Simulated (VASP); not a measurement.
OSZICAR of a VASP run on Ti (hcp):

OSZICAR:
```
       N       E                     dE             d eps       ncg     rms          rms(c)
DAV:   1     0.223693399477E+03    0.22369E+03   -0.11896E+04  4808   0.161E+03
DAV:   2     0.765330615751E+01   -0.21604E+03   -0.21468E+03  5040   0.454E+02
DAV:   3    -0.179346782433E+02   -0.25588E+02   -0.25424E+02  9440   0.129E+02
DAV:   4    -0.188574877862E+02   -0.92281E+00   -0.92278E+00  4896   0.253E+01
DAV:   5    -0.189041954474E+02   -0.46708E-01   -0.46708E-01  7920   0.397E+00    0.129E+01
RMM:   6    -0.165943181064E+02    0.23099E+01   -0.65877E+00  5289   0.287E+01    0.342E+00
RMM:   7    -0.166324575491E+02   -0.38139E-01   -0.27600E+00  5654   0.113E+01    0.232E+00
RMM:   8    -0.166480990579E+02   -0.15642E-01   -0.42335E-01  5608   0.783E+00    0.124E+00
RMM:   9    -0.166602057991E+02   -0.12107E-01   -0.20457E-01  6221   0.337E+00    0.269E-01
RMM:  10    -0.166622676141E+02   -0.20618E-02   -0.39993E-02  6857   0.164E+00    0.134E-01
RMM:  11    -0.166640200161E+02   -0.17524E-02   -0.22247E-02  7078   0.797E-01    0.136E-01
RMM:  12    -0.166644473821E+02   -0.42737E-03   -0.65464E-03  6468   0.524E-01    0.299E-02
RMM:  13    -0.166648765504E+02   -0.42917E-03   -0.48394E-03  6840   0.333E-01    0.230E-02
RMM:  14    -0.166651044692E+02   -0.22792E-03   -0.26687E-03  5941   0.243E-01    0.169E-02
RMM:  15    -0.166652299901E+02   -0.12552E-03   -0.15326E-03  5871   0.200E-01    0.145E-02
RMM:  16    -0.166653509704E+02   -0.12098E-03   -0.13659E-03  5710   0.168E-01    0.648E-03
RMM:  17    -0.166654232258E+02   -0.72255E-04   -0.83246E-04  5401   0.130E-01    0.540E-03
RMM:  18    -0.166654780050E+02   -0.54779E-04   -0.63933E-04  5124   0.109E-01    0.758E-03
RMM:  19    -0.166655233713E+02   -0.45366E-04   -0.52777E-04  4534   0.900E-02    0.142E-02
RMM:  20    -0.166655478438E+02   -0.24472E-04   -0.30547E-04  4399   0.795E-02    0.141E-02
RMM:  21    -0.166655751469E+02   -0.27303E-04   -0.31437E-04  4347   0.694E-02    0.160E-02
RMM:  22    -0.166655896211E+02   -0.14474E-04   -0.18440E-04  3797   0.612E-02    0.178E-02
RMM:  23    -0.166656042633E+02   -0.14642E-04   -0.17825E-04  3934   0.559E-02    0.192E-02
RMM:  24    -0.166656146005E+02   -0.10337E-04   -0.12568E-04  3790   0.501E-02    0.193E-02
RMM:  25    -0.166656217914E+02   -0.71909E-05   -0.96257E-05  3309   0.452E-02
   1 F= -.16665622E+02 E0= -.16666054E+02  d E =-.166656E+02
```

Question: Which electronic solver shows in the log?

Answer: It is blocked Davidson (ALGO = Normal, or the opening steps of other solvers) and then RMM-DIIS (ALGO = Fast or VeryFast). The INCAR had ALGO = Fast.

Question: Can the final energy be trusted as converged?

Answer: Self-consistency was reached. It stopped with EDIFF = 1E-5, NELM = 100, NSW = 20 and EDIFFG = -0.03 after 1 ionic step (PBEsol GGA, plane waves, VASP's PBE PAW potentials (set 64)).

The compound is Ti in the hcp structure. It was relaxed first, which changed the volume by -6 %.
